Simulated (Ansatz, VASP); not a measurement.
This is a calculation of BiTe for VASP 6.6.1. 

Contents of INCAR:

```
SYSTEM = BiTe
PREC = Accurate ; ENCUT = 600
EDIFF = 1E-6 ; ISMEAR = -1
SIGMA = 0.05 ; LREAL = .FALSE.
LASPH = .TRUE. ; NELM = 80
ALGO = Normal ; ISIF = 3
LWAVE = .FALSE. ; LCHARG = .FALSE.
MAGMOM = 0 0 0 0 0 0 ; LORBIT = 11
LSORBIT = .TRUE. ; GGA_COMPAT = .FALSE.
GGA = PE ; IBRION = 2
NSW = 40 ; EDIFFG = -0.005
```

Contents of KPOINTS:

```
regular mesh
0
G
  5 5 5
  0 0 0
```

File POSCAR:

```
BiTe
1.0
    0.0000000000      3.2350000000      3.2350000000
    3.2350000000      0.0000000000      3.2350000000
    3.2350000000      3.2350000000      0.0000000000
Bi Te
1 1
Direct
    0.0000000000      0.0000000000      0.0000000000
    0.5000000000      0.5000000000      0.5000000000
```

Potentials or basis: VASP PAW PBE potentials, release 64 (Bi_d, Te).

Launch:

```sh
$ cat potpaw_PBE.64/Bi_d/POTCAR potpaw_PBE.64/Te/POTCAR > POTCAR
$ mpirun -np 1 vasp_ncl > vasp.out
```

Task: Set up the same calculation for Ansatz 0.2.0. Potentials or basis there: Ansatz PAW, cutoff 420 eV.

Result: As run (cutoffs and basis follow the program's own potentials, and thresholds, step limits or extra output files can differ):

input.yaml

```yaml
crystal:
  lattice:
    - [0.0, 3.235, 3.235]
    - [3.235, 0.0, 3.235]
    - [3.235, 3.235, 0.0]
  atoms:
    - { symbol: Bi, position: [0.0, 0.0, 0.0] }
    - { symbol: Te, position: [0.5, 0.5, 0.5] }
hamiltonian:
  xc: pbe
  pseudopotentials: { kind: paw_fr }
magnetization:
  noncollinear: true
  spin_orbit: true
kpoints:
  mp_grid: { grid: [5, 5, 5] }
scf:
  occupations: { method: fermi_dirac, width: 0.05 }
output:
  forces: true
  stress: true
  eigenvalues: true
  write_density: true
  write_potential: true
  elf: true
  volumetric_format: npy
relax:
  f_tol: 0.01
  max_steps: 40
  cell: { stress_tol: 0.05 }
```

Potentials or basis: Ansatz PAW.

Command:

```bash
$ ansatz run input.yaml --threads 2 --pin off --max-ram 5632MiB --backend cpu --events-out ev --progress --plain --runs-dir out
```

Both were run:

|  | VASP | Ansatz |
| --- | --- | --- |
| Relaxed volume | 35.83 Å³/atom | 36.00 Å³/atom |
| Relaxed cell | a = 4.662 Å, b = 4.662 Å, c = 4.662 Å, α = 60.00°, β = 60.00°, γ = 60.00° | a = 4.669 Å, b = 4.669 Å, c = 4.669 Å, α = 60.00°, β = 60.00°, γ = 60.00° |
| Space group after relaxing | Fm-3m (No. 225) | Fm-3m (No. 225) |
| Pressure after relaxing | 0.0 GPa | 0.0 GPa |

Ansatz's pressure holds a Pulay term of +0.03 GPa for its cutoff of 420 eV, which the other run lacks.

The potentials hold 21 and 31 valence electrons a cell.

Where Ansatz's input types no cutoff or centring, it takes its own default and a Γ-centred mesh.

Pressure is positive in compression.
